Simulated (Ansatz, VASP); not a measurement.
## Mo (bcc): VASP beside Ansatz

One calculation is typed for both programs; each brings its own data sets. How far apart do they land? The cell is taken from a series of runs on this material, whose earlier steps may have relaxed, scaled, displaced or heated it; both programs get it as it stands.

Program: Ansatz 0.2.0. Level of theory: plane waves, with VASP 6.6.1 beside it; relaxation of cell and atoms at r2SCAN. Results are calculated unless marked as measured.

## (1) The starting structure

Symmetry: Im-3m, No. 229, cubic system. The conventional cell has a = 3.147 Å, b = 3.147 Å, c = 3.147 Å, α = 90.00°, β = 90.00°, γ = 90.00°. Mo has 8 Mo at 2.73 Å nearest.

## (2) Ansatz: relaxation of cell and atoms, r2SCAN

Ansatz runs on its default PAW (the set named soft_2) files.

The relaxed volume is the usual yardstick between codes: in a stiff, nearly cubic crystal its relative difference is about their pressure difference at one cell divided by the bulk modulus.

The input, input.yaml:

```yaml
crystal:
  lattice:
    - [-1.57365, 1.57365, 1.57365]
    - [1.57365, -1.57365, 1.57365]
    - [1.57365, 1.57365, -1.57365]
  atoms:
    - { symbol: Mo, position: [0.0, 0.0, 0.0] }
basis:
  ecutwfc: 500
  xc_grid: 2
hamiltonian:
  xc: r2scan
kpoints:
  mp_grid: { grid: [17, 17, 17] }
scf:
  occupations: { method: fermi_dirac, width: 0.05 }
  max_iter: 150
output:
  forces: true
  stress: true
relax:
  f_tol: 0.01
  max_steps: 60
  cell: {}
checkpoint:
  write: "../r2scan.run"
  compress: false
  write_wavefunctions: false
  write_every: 100000
```

Started as:

```bash
ansatz run input.yaml --threads 1 --pin off --max-ram 2826MiB --backend cpu --events-out ev --progress --plain --runs-dir out
```

Numbers of over 12 decimals in the logs are rounded to 6 here.

Log:

```text
Engine: ansatz 0.2.0, aarch64-unknown-linux-gnu
Pseudopotentials: kind: paw
Pseudopotential: Mo, paw, valence charge 14, recommended cutoff 500 eV (meta_gga), Mo.paw.azcp
Functional definition: r2SCAN
  parameter k0 = 0.174
  parameter k1 = 0.065
  parameter a1 = 4.9479
  exchange = r2scan_x(k0 = k0, k1 = k1, a1 = a1)
  correlation = r2scan_c
Crystal: 1 atoms, lattice volume = 15.588 Å³
Basis set: ecut = 500 eV, 381 PW (Γ), exchange–correlation on 40×40×40 points (8 copies of the dense FFT grid, shifted against one another)
Bands: 11, of which v1, the nominal top of the filled ones, is band 7 counted from 1 (6 counted from 0)
Symmetry: 48 space group operations
Space group: Im-3m (ITA 229), of the structure as read, at distance tolerance 2.5e-5 Å
k-points: 165 of 4913
Non-local potential: Mo, projectors of the file, l = 0: 3, l = 1: 2, l = 2: 2, l = 3: 1
PAW form: soft (Blöchl's): semilocal exchange-correlation on the pseudo side does not see the compensation charge
PAW frozen core: Mo, regenerated for the run's functional (the file was generated under x = pbe(κ = 0.804, μ = 0.219515), c = pbe(β = 0.066725))
PAW one-centre angular grid: Mo, 590 points (default); XC on 160 Gauss nodes
Initial density: superposition of atomic densities (neutral atoms: chi_scale 0, normalization atom), corrected by the library's trained network
Initial wavefunctions: pseudopotential atomic-orbital guess
Functional: x = r2scan, c = r2scan; τ floored in thin density (d = 2e-4 eV/Å³)
SCF iter   1: F=—  HF=-4967.601280 eV  |F-HF|=—  |Δ(HF+E_count)|=         —  Δρ=9.72e-3  dr2=1.21e-2  dr2_τ=1.99e-2  ethr=1.77e-3  ⟨swp⟩=5.3  Hψ=11236  notcnv=0
preconditioner: auto → none  [metal: Δε(μ)=0.046 eV  Ē_g=8.820 eV  σ=0.050 eV  W_gap=0.23  n_scr=0 (ndim 8)  ℏωp=23.0 eV  f_vac=0.000  D(μ)=0.46/eV (n_scr^D=0)]
SCF iter   2: F=—  HF=-4967.600308 eV  |F-HF|=—  |Δ(HF+E_count)|=   9.71e-4  Δρ=3.05e-3  dr2=2.92e-4  dr2_τ=4.85e-4  ethr=8.61e-5  ⟨swp⟩=3.0  Hψ=4850  notcnv=0  defer=8
SCF iter   3: F=—  HF=-4967.600546 eV  |F-HF|=—  |Δ(HF+E_count)|=   2.38e-4  Δρ=1.38e-3  dr2=5.75e-5  dr2_τ=1.50e-5  ethr=2.08e-6  ⟨swp⟩=1.1  Hψ=1853  notcnv=0  defer=8
SCF iter   4: F=—  HF=-4967.600609 eV  |F-HF|=—  |Δ(HF+E_count)|=   6.29e-5  Δρ=5.33e-5  dr2=1.80e-7  dr2_τ=4.23e-8  ethr=4.11e-7  ⟨swp⟩=2.9  Hψ=2970  notcnv=0  defer=8
iter 5 did not close the SCF: its close was put off for the readings that it lacked (scf_convergence_deferred on its scf_iter line)
SCF iter   5: F=-4967.600609 eV  HF=-4967.600609 eV  |F-HF|=1.74e-9  |Δ(HF+E_count)|=   4.39e-8  Δρ=6.32e-6  dr2=1.98e-9  dr2_τ=5.73e-10  ethr=1.28e-9  ⟨swp⟩=2.0  Hψ=2726  notcnv=0  defer=8
SCF iter   6: F=-4967.600609 eV  HF=-4967.600609 eV  |F-HF|=1.73e-11  |Δ(HF+E_count)|=   2.25e-9  Δρ=6.32e-7  dr2=1.86e-11  dr2_τ=1.00e-11  ethr=1.42e-11  ⟨swp⟩=1.8  Hψ=5471  notcnv=0
SCF 1 converged in 6 iterations: F = -4967.600609 eV  dr2 = 1.86e-11
  greatest PAW one-centre occupation: 0.997 electrons in one spin orbital (limit 2), on the Mo atom at site 0 (counted from 0), in its partial waves of l = 0
relax step   1: F+E_penalty+E_count = -4967.60060922 eV  Δ(F+E_penalty+E_count) = +0.000e0 eV  max|allowed force component| = 0.000e0 eV/Å  Δτ_max = 0.0000 Å  P = +0.995 GPa  Ω = 15.588 Å³  (6 SCF iters, dr2 threshold 1.00e-7 eV, accepted)
[...]
relax step   2: F+E_penalty+E_count = -4967.59999888 eV  Δ(F+E_penalty+E_count) = +6.103e-4 eV  max|allowed force component| = 0.000e0 eV/Å  Δτ_max = 0.0000 Å  P = -1.954 GPa  Ω = 15.759 Å³  energy of the carried Pulay correction = -8.314e-5 eV  (5 SCF iters, dr2 threshold 1.00e-7 eV, rejected (line search))
[...]
relax step   3: F+E_penalty+E_count = -4967.60075651 eV  Δ(F+E_penalty+E_count) = -1.473e-4 eV  max|allowed force component| = 0.000e0 eV/Å  Δτ_max = 0.0000 Å  P = -0.011 GPa  Ω = 15.645 Å³  energy of the carried Pulay correction = -2.794e-5 eV  (7 SCF iters, accepted)
[...]
relax step   4: F+E_penalty+E_count = -4967.60078041 eV  Δ(F+E_penalty+E_count) = -2.390e-5 eV  max|allowed force component| = 0.000e0 eV/Å  Δτ_max = 0.0000 Å  P = -0.011 GPa  Ω = 15.645 Å³  stress off target by 1.06e-2 GPa  SCF on the basis re-selected at this cell (its energy is not comparable with the rows above)  (5 SCF iters)
basis re-selected at this cell: Δ(F+E_penalty+E_count) = -2.390e-5 eV, ΔP = +0.001 GPa vs the last step (what re-selecting the basis moved, of the pressure what is left beyond the Pulay correction that the steps carried, after the strain that the cell walked since its last selection, with what the two solves' SCF thresholds leave and, on support functions, any second-order correction that the steps lacked; it is no measure of the basis error at this ecutwfc). This SCF's stress stands 1.06e-2 GPa from its target on what of the cell is left free (relax.cell.stress_tol is 5.00e-2 GPa) and its largest allowed force component is 0.00e0 eV/Å (relax.f_tol is 1.00e-2 eV/Å): [rest of the remark cut]
SCF converged after 5 iterations
Free energy (F): -4967.600780 eV
Harris-Foulkes:  -4967.600780 eV  (|F-HF|=1.82e-12)
Internal energy: -4967.596875 eV  (E = F + TS)
E sigma→0 (E₀):  -4967.598828 eV
Entropy (-TS):   -0.003905 eV (-3.905 meV/atom)
Fermi energy:    21.054291 eV
--- Per-component energies (eV) ---
  E_band       = -67.969371
  E_kinetic    = 439.831275
  E_local      = -781.626135  (includes V_loc(G=0)·N_el)
  E_nonlocal   = 142.115279
  E_hartree    = 257.732880
  E_xc         = -178.561267
  E_vxc        = -256.351433  (∫ρ·V_xc dr)
  E_paw        = -3217.127247  (= ΣΔE_a)
  E_vpaw       = -144.387848  (= ΣTr[D̂ρ^β])
  E_aug_tail   = 0.000003  (compensation charges beyond the density's cutoff)
  E_vtau       = 16.983699  (kinetic-family band-sum trace: ∫τ·v_τ [+ j·A + Jᵃ·Aᵃ] dr)
  E_ewald      = -1629.740459
  E_core_change = -0.221204  (= ΣΔE_core)
  E_smearing   = -0.003905  (= −TS)
  E_closure    = 0.000000  (closes the sum)
  Σ components = -4967.600780   (vs F -4967.600780, Δ=0.00e0)
--- Forces (eV/Å), atoms counted from 1 ---
  atom   1  Mo    -0.00000000     0.00000000     0.00000000
  max |Σ_I F_I| component: 2.62e-32 eV/Å
--- Stress (GPa, compression-positive) ---
       -0.010597      -0.000000       0.000000
       -0.000000      -0.010597       0.000000
        0.000000       0.000000      -0.010597
  P = ⅓ Tr σ = -0.0106 GPa (-0.106 kbar)
--- Relaxed structure (3 steps of the walk, 2 accepted, 1 SCFs on fresh bases) ---
  F+E_penalty+E_count = -4967.60078041 eV   max|allowed force component| = 0.000e0 eV/Å   (the final SCF, on the basis selected at the relaxed cell)
  cell:  # Å, volume = 15.6451 Å³
    - [-1.575576, 1.575576, 1.575576]
    - [1.575576, -1.575576, 1.575576]
    - [1.575576, 1.575576, -1.575576]
  atoms:
    - { symbol: Mo, position: [0.0, 0.0, 0.0] }
```

## (3) VASP: relaxation of cell and atoms, r2SCAN

The same cell, functional, mesh and smearing now go to VASP, with its own data sets.

Lines of VASP's logs that name or quote its potential files are left out, and so is its time.

The input, INCAR:

```
SYSTEM = Mo
PREC = Accurate
ENCUT = 550
EDIFF = 1E-07
NELM = 120
ISMEAR = -1
SIGMA = 0.05
LREAL = .FALSE.
ALGO = Normal
METAGGA = R2SCAN
LASPH = .TRUE.
NBANDS = 13
LORBIT = 11
LWAVE = .FALSE.
LCHARG = .FALSE.
ISIF = 3
IBRION = 2
NSW = 80
EDIFFG = -0.005
GGA_COMPAT = .FALSE.
NELMIN = 4
LMIXTAU = .TRUE.
```

The input, POSCAR:

```
Mo
1.0
   -1.5736500000      1.5736500000      1.5736500000
    1.5736500000     -1.5736500000      1.5736500000
    1.5736500000      1.5736500000     -1.5736500000
Mo
1
Direct
    0.0000000000      0.0000000000      0.0000000000
```

The input, KPOINTS:

```
Automatic mesh
0
Gamma
17 17 17
0 0 0
```

PAW data sets: Mo_sv (PBE family, release 64).

Started as:

```bash
mpirun -np 1 vasp_std
```

Log:

```text
[banner, memory and clock lines left out]
running    1 mpi-ranks, on    1 nodes
 distrk:  each k-point on    1 cores,    1 groups
 distr:  one band on    1 cores,    1 groups

 POSCAR found type information on POSCAR Mo
 POSCAR found :  1 types and       1 ions
|                                                                             |
|               ----> ADVICE to this user running VASP <----                  |
|                                                                             |
|     You enforced a specific xc type in the INCAR file but a different       |
|     [... a line on the potential file left out ...]
|     I HOPE YOU KNOW WHAT YOU ARE DOING!                                     |
|                                                                             |

 LDA part: xc-table for (None), standard interpolation
 POSCAR, INCAR and KPOINTS ok, starting setup
 FFT: planning ... GRIDC
 FFT: planning ... GRID_SOFT
 FFT: planning ... GRID
 WAVECAR not read
 entering main loop
       N       E                     dE             d eps       ncg     rms          rms(c)
DAV:   1     0.765771281945E+02    0.76577E+02   -0.84703E+03  4343   0.117E+03
DAV:   2    -0.311368977708E+02   -0.10771E+03   -0.10345E+03  4900   0.326E+02
DAV:   3    -0.324062586283E+02   -0.12694E+01   -0.12658E+01  4860   0.351E+01
DAV:   4    -0.324093361217E+02   -0.30775E-02   -0.30774E-02  4790   0.210E+00
DAV:   5    -0.324093568146E+02   -0.20693E-04   -0.20691E-04  4945   0.154E-01    0.182E+01
DAV:   6    -0.253046278781E+02    0.71047E+01   -0.30922E+00  4370   0.228E+01    0.194E+00
DAV:   7    -0.261112031895E+02   -0.80658E+00   -0.13592E-01  4335   0.490E+00    0.172E+00
DAV:   8    -0.255610513011E+02    0.55015E+00   -0.45150E-01  4615   0.853E+00    0.306E+00
DAV:   9    -0.260083171840E+02   -0.44727E+00   -0.15414E-01  4570   0.426E+00    0.116E+00
DAV:  10    -0.260785043061E+02   -0.70187E-01   -0.99646E-03  4350   0.130E+00    0.432E-01
DAV:  11    -0.260808592408E+02   -0.23549E-02   -0.20234E-03  4570   0.560E-01    0.510E-02
DAV:  12    -0.260807368634E+02    0.12238E-03   -0.10685E-04  4375   0.132E-01    0.252E-02
DAV:  13    -0.260807980121E+02   -0.61149E-04   -0.40183E-05  4410   0.851E-02    0.119E-02
DAV:  14    -0.260807750920E+02    0.22920E-04   -0.25379E-05  4410   0.660E-02    0.696E-03
DAV:  15    -0.260807855082E+02   -0.10416E-04   -0.18832E-06  4505   0.178E-02    0.280E-03
DAV:  16    -0.260807854381E+02    0.70149E-07   -0.42045E-07  4595   0.623E-03
   1 F= -.26080785E+02 E0= -.26078850E+02  d E =-.260808E+02
 curvature:   0.00 expect dE= 0.000E+00 dE for cont linesearch  0.000E+00
 trial: gam= 0.00000 g(F)=  0.788E-64 g(S)=  0.608E-02 ort = 0.000E+00 (trialstep = 0.100E+01)
 search vector abs. value=  0.608E-02
 bond charge predicted
       N       E                     dE             d eps       ncg     rms          rms(c)
DAV:   1    -0.262202302042E+02   -0.13944E+00   -0.31887E+00  4330   0.242E+01    0.365E+00
DAV:   2    -0.260764557315E+02    0.14377E+00   -0.20677E-01  4305   0.577E+00    0.764E-01
DAV:   3    -0.260715954748E+02    0.48603E-02   -0.40308E-02  4370   0.239E+00    0.445E-01
DAV:   4    -0.260565151176E+02    0.15080E-01   -0.13367E-02  4430   0.128E+00    0.124E-01
DAV:   5    -0.260738768774E+02   -0.17362E-01   -0.95636E-03  4390   0.111E+00    0.218E-02
DAV:   6    -0.260752512133E+02   -0.13743E-02   -0.33347E-04  4425   0.208E-01    0.126E-02
DAV:   7    -0.260752655430E+02   -0.14330E-04   -0.58184E-05  4435   0.915E-02    0.894E-03
DAV:   8    -0.260753085000E+02   -0.42957E-04   -0.17360E-05  4360   0.560E-02    0.217E-03
DAV:   9    -0.260753111702E+02   -0.26703E-05   -0.16656E-06  4510   0.178E-02    0.341E-04
DAV:  10    -0.260753102933E+02    0.87689E-06   -0.13470E-08  2510   0.128E-03    0.159E-04
DAV:  11    -0.260753105575E+02   -0.26413E-06   -0.12849E-09  2180   0.414E-04    0.103E-04
DAV:  12    -0.260753103249E+02    0.23258E-06   -0.23679E-09  2145   0.650E-04    0.143E-05
DAV:  13    -0.260753103494E+02   -0.24517E-07   -0.13256E-10  2145   0.147E-04
   2 F= -.26075310E+02 E0= -.26073289E+02  d E =0.547509E-02
 trial-energy change:    0.005475  1 .order    0.005384   -0.006078    0.016845
 step:   0.2605(harm=  0.2651)  dis= 0.00000  next Energy=   -26.081576 (dE=-0.790E-03)
 bond charge predicted
       N       E                     dE             d eps       ncg     rms          rms(c)
DAV:   1    -0.261596927813E+02   -0.84382E-01   -0.17132E+00  4345   0.176E+01    0.306E+00
DAV:   2    -0.260828743056E+02    0.76818E-01   -0.10075E-01  4305   0.415E+00    0.547E-01
DAV:   3    -0.260796708063E+02    0.32035E-02   -0.22905E-02  4385   0.181E+00    0.445E-01
DAV:   4    -0.260732322239E+02    0.64386E-02   -0.59118E-03  4435   0.846E-01    0.148E-01
DAV:   5    -0.260813161067E+02   -0.80839E-02   -0.31971E-03  4385   0.639E-01    0.114E-02
DAV:   6    -0.260815585853E+02   -0.24248E-03   -0.86703E-05  4505   0.110E-01    0.154E-02
DAV:   7    -0.260815626692E+02   -0.40840E-05   -0.20024E-05  4395   0.564E-02    0.371E-03
DAV:   8    -0.260815749942E+02   -0.12325E-04   -0.32022E-06  4360   0.238E-02    0.167E-03
DAV:   9    -0.260815736796E+02    0.13147E-05   -0.88171E-08  3637   0.351E-03    0.310E-04
DAV:  10    -0.260815738953E+02   -0.21578E-06   -0.23279E-09  2170   0.605E-04    0.178E-04
DAV:  11    -0.260815742226E+02   -0.32725E-06   -0.19217E-09  2150   0.491E-04    0.321E-05
DAV:  12    -0.260815742849E+02   -0.62312E-07   -0.10382E-09  2145   0.383E-04
   3 F= -.26081574E+02 E0= -.26079612E+02  d E =-.788847E-03
 curvature:  -0.13 expect dE=-0.450E-08 dE for cont linesearch -0.450E-08
 trial: gam= 0.00000 g(F)=  0.352E-63 g(S)=  0.340E-07 ort =-0.144E-04 (trialstep = 0.852E+00)
 search vector abs. value=  0.341E-07
 reached required accuracy - stopping structural energy minimisation
```

Parts of OUTCAR (step 3):

```text
ion  position               nearest neighbor table
   1  0.000  0.000  0.000-

  LATTYP: Found a body centered cubic cell.
 ALAT       =     3.1473000000

 Subroutine GETGRP returns: Found 48 space group operations
 (whereof 48 operations were pure point group operations)

The static configuration has the point symmetry O_h .

 Found    165 irreducible k-points:

   k-points           NKPTS =    165   k-points in BZ     NKDIM =    165   number of bands    NBANDS=     13

   dimension x,y,z NGX =    24 NGY =   24 NGZ =   24
   dimension x,y,z NGXF=    48 NGYF=   48 NGZF=   48

   ENCUT  =  550.0 eV  40.42 Ry    6.36 a.u.   5.21  5.21  5.21*2*pi/ulx,y,z

   NELECT =      14.0000    total number of electrons

 k-points in reciprocal lattice and weights: Automatic mesh
   0.00000000  0.00000000  0.00000000       0.000
   0.05882353  0.00000000  0.00000000       0.002
   0.11764706  0.00000000  0.00000000       0.002
   0.17647059  0.00000000  0.00000000       0.002
   0.23529412  0.00000000  0.00000000       0.002
   0.29411765  0.00000000  0.00000000       0.002
   0.35294118  0.00000000  0.00000000       0.002
   0.41176471  0.00000000  0.00000000       0.002
   0.47058824  0.00000000  0.00000000       0.002
[...]
-0.47058824 -0.47058824  0.41176471       0.002
  -0.47058824  0.47058824  0.47058824       0.001

 average (electrostatic) potential at core
       1 -74.4677

 E-fermi :  12.4932

 k-point     1 :       0.0000    0.0000    0.0000
  band No.  band energies     occupation
    ...
      4     -23.2463      2.00000
      5       4.8221      2.00000
      6      11.0527      2.00000
      7      11.0527      2.00000
      8      11.0527      2.00000
      9      14.3663      0.00000
     10      14.3663      0.00000
     11      27.9603      0.00000
     12      27.9603      0.00000
     13      27.9603      0.00000

 k-point     2 :       0.0588    0.0000    0.0000
  band No.  band energies     occupation
    ...
      4     -23.2467      2.00000
      5       4.9828      2.00000
      6      10.9613      2.00000
      7      11.0369      2.00000
      8      11.2021      2.00000
      9      14.2292      0.00000
     10      14.3675      0.00000
     11      28.0797      0.00000
     12      28.2302      0.00000
     13      28.2702      0.00000

 k-point     3 :       0.1176    0.0000    0.0000
  band No.  band energies     occupation
    ...
      4     -23.2478      2.00000
      5       5.4387      2.00000
      6      10.7095      2.00000
      7      10.9684      2.00000
      8      11.6428      2.00000
      9      13.9362      0.00000
     10      14.3780      0.00000
     11      28.3529      0.00000
     12      29.0135      0.00000
     13      29.0139      0.00000

  Total       -0.0004844     -0.0004844     -0.0004844      0.0000000      0.0000000      0.0000000
  in kB       -0.0494096     -0.0494096     -0.0494096      0.0000000      0.0000000      0.0000000
  external PRESSURE =      -0.0494096 kB  Pullay stress =       0.0000000 kB

  energy-cutoff  :      550.00
  volume of cell :       15.71
      direct lattice vectors                 reciprocal lattice vectors
    -1.577703191  1.577703191  1.577703191     0.000000000  0.316916390  0.316916390
     1.577703191 -1.577703191  1.577703191     0.316916390  0.000000000  0.316916390
     1.577703191  1.577703191 -1.577703191     0.316916390  0.316916390  0.000000000

 POSITION                                       TOTAL-FORCE (eV/Angst)
 -----------------------------------------------------------------------------------
     -0.00000      0.00000      0.00000        -0.000000     -0.000000      0.000000
 -----------------------------------------------------------------------------------
    total drift:                               -0.000000      0.000000      0.000000

  FREE ENERGIE OF THE ION-ELECTRON SYSTEM (eV)
  ---------------------------------------------------
  free  energy   TOTEN  =       -26.0815742849 eV

  energy  without entropy=      -26.0776502317  energy(sigma->0) =      -26.07961226

 reached required accuracy - stopping structural energy minimisation

 total charge
# of ion       s       p       d       tot
------------------------------------------
    1        2.375   6.213   3.865  12.453

[... 3 further parts left out ...]
```

CONTCAR:

```
Mo
   1.00000000000000
    -1.5777031913576174    1.5777031913576174    1.5777031913576174
     1.5777031913576174   -1.5777031913576174    1.5777031913576174
     1.5777031913576174    1.5777031913576174   -1.5777031913576174
  Mo
     1
Direct
     0.0000000000000000    0.0000000000000000    0.0000000000000000
```

The run keeps the 48 symmetry operations of its start, so it cannot find a distortion of lower symmetry.

## (4) Side by side

Known differences besides the potentials themselves: VASP keeps PBE cores, Ansatz makes them for the functional; the cutoff is 500 eV in Ansatz and 550 eV in VASP; Ansatz adds a Pulay correction to the stress that steers its cell, VASP none. Total energies have different zeros and are not compared.

The two programs side by side:

```tsv
quantity	Ansatz	VASP	difference
volume (Å³)	15.65	15.71	-0.40 %
edge a after relaxation, in the typed setting (Å)	2.729	2.733	-0.14 %
```

## (5) Outcome

- difference in volume (relaxation of cell and atoms, r2SCAN): -0.40 %

What this shows: The difference in volume is -0.40 % (relaxation of cell and atoms, r2SCAN), within the 1.2 % picked in this series as the mark of a large difference, as far as the stopping tolerances let one tell. How closely two codes agree says nothing of how well the functional describes the real material.

[Lines on the potential files, build, host, timing and source positions are cut from VASP's logs without a mark.]

[Logs are printed without paths, hosts, clocks, repeated set-up lines and the standing remarks that a program may print on its own settings, such as how far it seeks lower states.]

[Hosts, paths, dates, database ids (printed as entryN), source tags and the programs' standing remarks are cut or masked in the printed files.]
